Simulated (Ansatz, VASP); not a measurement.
**Al12HO (Al(111)) in two plane-wave programs**

One calculation is typed for both programs; each brings its own data sets and cutoff. How far apart do they land?

Program: Ansatz 0.2.0. Level of theory: plane waves, with VASP 6.6.1 beside it; single point at RPBE. Results are calculated unless marked as measured.

## Step 1: The structure

The cell holds 14 atoms: 12 Al, 1 O and 1 H. Its edges and angles: a = 5.743 Å, b = 5.743 Å, c = 19.689 Å, α = 90.0°, β = 90.0°, γ = 60.0°. It derives from Al. As first built, before any earlier steps moved the atoms (in the runner's words): OH over the fcc site of Al(111). Vacuum lies along c.

## Step 2: Ansatz: single point, RPBE

Ansatz runs on its default PAW (the set named soft_2) files.

With cell and atoms fixed, the geometry can't cause a difference; cores, projectors, grids and the points listed under the comparison can.

Input file input.yaml:

```yaml
crystal:
  lattice:
    - [5.7429020072, 0.0, 0.0]
    - [2.8714510036, 4.9734990297, 0.0]
    - [0.0, 0.0, 19.6890598535]
  atoms:
    - { symbol: Al, position: [0.16666667, 0.16666667, 0.3809222] }
    - { symbol: Al, position: [0.66666667, 0.16666667, 0.3809222] }
    - { symbol: Al, position: [0.16666667, 0.66666667, 0.3809222] }
    - { symbol: Al, position: [0.66666667, 0.66666667, 0.3809222] }
    - { symbol: Al, position: [0.8367899306, 0.3316050297, 0.500056521] }
    - { symbol: Al, position: [0.3316050297, 0.3316050297, 0.500056521] }
    - { symbol: Al, position: [0.83333333, 0.83333333, 0.4955277264] }
    - { symbol: Al, position: [0.3316050297, 0.8367899306, 0.500056521] }
    - { symbol: Al, position: [0.9915537281, 0.9915537281, 0.615153833] }
    - { symbol: Al, position: [0.5168925438, 0.9915537281, 0.615153833] }
    - { symbol: Al, position: [0.9915537281, 0.5168925438, 0.615153833] }
    - { symbol: Al, position: [0.5, 0.5, 0.6125056181] }
    - { symbol: O, position: [0.16666667, 0.16666667, 0.6735230421] }
    - { symbol: H, position: [0.16666667, 0.16666667, 0.7234216019] }
hamiltonian:
  xc: rpbe
  pseudopotentials: { kind: paw }
kpoints:
  mp_grid: { grid: [6, 6, 1] }
scf:
  occupations: { method: methfessel_paxton, width: 0.15 }
  n_extra_bands: 7
efield:
  axis: 3
  dipole_correction: true
  ramp_width: 0.04
output:
  forces: true
  eigenvalues: true
```

Launch:

```
> ansatz run input.yaml --threads 4 --pin off --max-ram 9216MiB --backend cpu --events-out ev --progress --plain --runs-dir out
```

Numbers of over 12 decimals in the logs are rounded to 6 here.

The program printed:

```text
scf.n_extra_bands = 7 over 22 filled bands (N_el = 43.0): the run solves 29 bands
Engine: ansatz 0.2.0, aarch64-unknown-linux-gnu
Pseudopotentials: kind: paw
Pseudopotential: Al, paw, valence charge 3, recommended cutoff 420 eV (normal), Al.paw.azcp
Pseudopotential: O, paw, valence charge 6, recommended cutoff 420 eV (normal), O.paw.azcp
Pseudopotential: H, paw, valence charge 1, recommended cutoff 420 eV (normal), H.paw.azcp
Functional definition: RPBE
  parameter kappa = 0.804
  parameter beta = 0.066725
  exchange = rpbe_x(kappa = kappa, mu = beta*pi^2/3)
  correlation = pbe_c(beta = beta)
Crystal: 14 atoms, lattice volume = 562.365 Å³
Basis set: ecut = 420 eV, 11045 PW (Γ), exchange–correlation on 80×80×270 points (8 copies of the dense FFT grid, shifted against one another)
Bands: 29, of which v1, the nominal top of the filled ones, is band 22 counted from 1 (21 counted from 0)
Symmetry: 6 space group operations
Space group: P3m1 (ITA 156), of the structure as read, at distance tolerance 8.3e-5 Å
k-points: 7 of 36 (time reversal used)
Non-local potential: Al, projectors of the file, l = 0: 2, l = 1: 2, l = 2: 1
Non-local potential: O, projectors of the file, l = 0: 2, l = 1: 2, l = 2: 1
Non-local potential: H, projectors of the file, l = 0: 2, l = 1: 1
PAW form: soft (Blöchl's): semilocal exchange-correlation on the pseudo side does not see the compensation charge
PAW frozen core: Al, regenerated for the run's functional, and the local potential with it (the file was generated under x = pbe(κ = 0.804, μ = 0.219515), c = pbe(β = 0.066725))
PAW frozen core: O, regenerated for the run's functional, and the local potential with it (the file was generated under x = pbe(κ = 0.804, μ = 0.219515), c = pbe(β = 0.066725))
PAW one-centre angular grid: Al, 110 points (default); XC on 64 Gauss nodes
PAW one-centre angular grid: O, 110 points (default); XC on 64 Gauss nodes
PAW one-centre angular grid: H, 110 points (default); XC on 64 Gauss nodes
Initial density: superposition of atomic densities (neutral atoms: chi_scale 0, normalization atom), corrected by the library's trained network
Initial wavefunctions: pseudopotential atomic-orbital guess
Functional: x = rpbe, c = pbe(β = 0.066725)
SCF iter   1: F=—  HF=-7068.608332 eV  |F-HF|=—  |Δ(HF+E_count)|=         —  Δρ=2.74e-3  dr2=5.37e-1  ethr=1.77e-3  p=0.100 e·Å  D=3.20e-2 V/Å  ΔV_dip=-0.63 eV  dr2_dipole=2.10e-1  V_vac-E_F(+/−)=3.19/3.83 eV  ⟨swp⟩=11.7  Hψ=1457  notcnv=0
efield: sawtooth ramp at fractional position 0.0322 (placed from the atoms, in the widest stretch of the axis that holds none; the zero of the levels goes with the place), width 0.0400; the density the first Hamiltonian is built on has a dipole p = 0.100 e·Å; the dipole correction subtracts the counter field D = 3.20e-2 V/Å, which shifts the + side's vacuum level by -0.63 eV against the − side's; the planar-averaged density in the ramp window peaks in size at 1.7e-4 e/Å³
preconditioner: auto → LDOS  [metal: Δε(μ)=0.084 eV  Ē_g=5.945 eV  σ=0.150 eV  W_gap=0.42  n_scr=52 (ndim 8)  ℏωp=10.0 eV  f_vac=0.495  D(μ)=6.69/eV (n_scr^D=38)  β→1.0]
SCF iter   2: F=—  HF=-7068.538842 eV  |F-HF|=—  |Δ(HF+E_count)|=   6.95e-2  S|Δr|=    0.00e0  Δρ=9.99e-4  dr2=7.75e-3  ethr=1.25e-3  p=0.231 e·Å  D=7.44e-2 V/Å  ΔV_dip=-1.47 eV  dr2_dipole=7.48e-4  V_vac-E_F(+/−)=2.38/3.84 eV  ⟨swp⟩=3.6  Hψ=296  notcnv=0  defer=4
SCF iter   3: F=—  HF=-7068.542197 eV  |F-HF|=—  |Δ(HF+E_count)|=   3.35e-3  S|Δr|=    0.00e0  Δρ=3.00e-4  dr2=9.39e-4  ethr=1.80e-5  p=0.227 e·Å  D=7.31e-2 V/Å  ΔV_dip=-1.44 eV  dr2_dipole=4.75e-5  V_vac-E_F(+/−)=2.38/3.82 eV  ⟨swp⟩=2.9  Hψ=424  notcnv=0  defer=4
SCF iter   4: F=—  HF=-7068.542209 eV  |F-HF|=—  |Δ(HF+E_count)|=   1.24e-5  S|Δr|=    0.00e0  Δρ=1.09e-4  dr2=1.63e-4  ethr=2.18e-6  p=0.228 e·Å  D=7.32e-2 V/Å  ΔV_dip=-1.44 eV  dr2_dipole=1.79e-5  V_vac-E_F(+/−)=2.38/3.82 eV  ⟨swp⟩=2.0  Hψ=347  notcnv=0  defer=4
SCF iter   5: F=—  HF=-7068.542211 eV  |F-HF|=—  |Δ(HF+E_count)|=   1.68e-6  S|Δr|=    0.00e0  Δρ=3.36e-5  dr2=1.60e-5  ethr=3.78e-7  p=0.227 e·Å  D=7.31e-2 V/Å  ΔV_dip=-1.44 eV  dr2_dipole=3.04e-6  V_vac-E_F(+/−)=2.38/3.82 eV  ⟨swp⟩=2.0  Hψ=343  notcnv=0  defer=4
SCF iter   6: F=—  HF=-7068.542287 eV  |F-HF|=—  |Δ(HF+E_count)|=   7.62e-5  S|Δr|=    0.00e0  Δρ=1.12e-5  dr2=2.99e-6  ethr=3.72e-8  p=0.227 e·Å  D=7.31e-2 V/Å  ΔV_dip=-1.44 eV  dr2_dipole=3.55e-8  V_vac-E_F(+/−)=2.38/3.82 eV  ⟨swp⟩=2.9  Hψ=364  notcnv=0  defer=4
SCF iter   7: F=—  HF=-7068.542287 eV  |F-HF|=—  |Δ(HF+E_count)|=   1.17e-7  S|Δr|=    0.00e0  Δρ=4.44e-6  dr2=1.87e-7  ethr=6.95e-9  p=0.227 e·Å  D=7.30e-2 V/Å  ΔV_dip=-1.44 eV  dr2_dipole=1.02e-8  V_vac-E_F(+/−)=2.38/3.81 eV  ⟨swp⟩=3.0  Hψ=408  notcnv=0  defer=4
SCF iter   8: F=-7068.542287 eV  HF=-7068.542287 eV  |F-HF|=1.55e-10  |Δ(HF+E_count)|=   9.03e-8  S|Δr|=    0.00e0  Δρ=1.28e-6  dr2=1.15e-8  ethr=2.33e-10  p=0.227 e·Å  D=7.30e-2 V/Å  ΔV_dip=-1.44 eV  dr2_dipole=8.64e-10  V_vac-E_F(+/−)=2.38/3.81 eV  ⟨swp⟩=17.4  Hψ=1286  notcnv=0
SCF 1 converged in 8 iterations: F = -7068.542287 eV  dr2 = 1.15e-8
  greatest PAW one-centre occupation: 0.871 electrons in one spin orbital (limit 2), on the O atom at site 12 (counted from 0), in its partial waves of l = 0
SCF converged after 8 iterations
Stability not checked: this state was not tested for a lower state beside it, because cold or Methfessel-Paxton smearing, or corrected tetrahedra, fill the levels in a way that the test cannot read (fill_not_monotonic; see scf.lower_state_search)
Free energy (F): -7068.542287 eV
Harris-Foulkes:  -7068.542287 eV  (|F-HF|=1.55e-10)
Internal energy: -7068.529551 eV  (E = F + TS)
E sigma→0 (E₀):  -7068.539103 eV
Entropy (-TS):   -0.012736 eV (-0.910 meV/atom)
Fermi energy:    1.130751 eV
Dipole field:    D = 0.073005 V/Å  (p = 0.226888 e·Å, saw-weighted, corrected)
Work function:   Φ+ = 2.3761 eV   Φ− = 3.8135 eV
Levels:          The Fermi level and band energies are counted from a zero that moves with the ramp; work functions are not
--- Per-component energies (eV) ---
  E_band       = -187.793666
  E_kinetic    = 452.814211
  E_local      = -7604.820232  (includes V_loc(G=0)·N_el)
  E_nonlocal   = 168.829746
  E_hartree    = 3656.671120
  E_xc         = -554.603341
  E_vxc        = -442.775731  (∫ρ·V_xc dr)
  E_paw        = -5800.706544  (= ΣΔE_a)
  E_vpaw       = -76.704016  (= ΣTr[D̂ρ^β])
  E_aug_tail   = 0.001193  (compensation charges beyond the density's cutoff)
  E_efield     = 0.008282  (sawtooth field / dipole correction)
  E_vefield    = 1.521200  (∫n·V_field dr)
  E_ewald      = 2613.504050
  E_core_change = -0.228037  (= ΣΔE_core)
  E_smearing   = -0.012736  (= −TS)
  E_closure    = -0.000000  (closes the sum)
  Σ components = -7068.542287   (vs F -7068.542287, Δ=0.00e0)
--- Forces (eV/Å), atoms counted from 1 ---
  atom   1  Al     0.00000000    -0.00000000     0.11213164
  atom   2  Al     0.00000000     0.12453399    -0.05926412
  atom   3  Al     0.10784960    -0.06226700    -0.05926412
  atom   4  Al    -0.10784960    -0.06226700    -0.05926412
  atom   5  Al    -0.01028540     0.00593828     0.00764471
  atom   6  Al     0.01028540     0.00593828     0.00764471
  atom   7  Al     0.00000000    -0.00000000     0.02151890
  atom   8  Al    -0.00000000    -0.01187656     0.00764471
  atom   9  Al    -0.03443625    -0.01988178     0.00663308
  atom  10  Al     0.03443625    -0.01988178     0.00663308
  atom  11  Al     0.00000000     0.03976355     0.00663308
  atom  12  Al     0.00000000    -0.00000000     0.00851551
  atom  13  O     -0.00000000     0.00000000     0.12130460
  atom  14  H     -0.00000000     0.00000000    -0.12852247
  max |Σ_I F_I| component: 1.08e-5 eV/Å
--- Band table (eV; the first three rows and the last of 7) ---
  k-point 0: bands = [... 18 lower, -1.5729, -0.8508, 0.6706, 0.6706, 0.7258, 1.5227, 1.6412, 1.6412, ... 3 higher]
  k-point 1: bands = [... 18 lower, -0.8409, -0.4149, 0.4202, 0.4857, 0.7481, 1.6760, 2.0226, 2.1368, ... 3 higher]
  k-point 2: bands = [... 18 lower, -0.0744, 0.5654, 0.8733, 1.0836, 1.2151, 2.1170, 2.3516, 2.3965, ... 3 higher]
  k-point 6: bands = [... 18 lower, 0.0102, 0.0332, 0.3605, 1.3149, 2.8605, 2.8801, 2.9550, 3.1499, ... 3 higher]
```

The job ended after 3.2 s (4 threads of Arm Neoverse V1, shared host; peak memory 0.73 GiB; 12 s of CPU time).

The column dr2 measures how far the density is from self-consistency, as an energy; F and HF (Harris–Foulkes) agree once it is small.

[end of part 1 of 2]

[Lines on the potential files, build, host, timing and source positions are cut from VASP's logs without a mark.]

[Logs are printed without paths, hosts, clocks, repeated set-up lines and the standing remarks that a program may print on its own settings, such as how far it seeks lower states.]

[Hosts, paths, dates, database ids (printed as entryN), source tags and the programs' standing remarks are cut or masked in the printed files.]
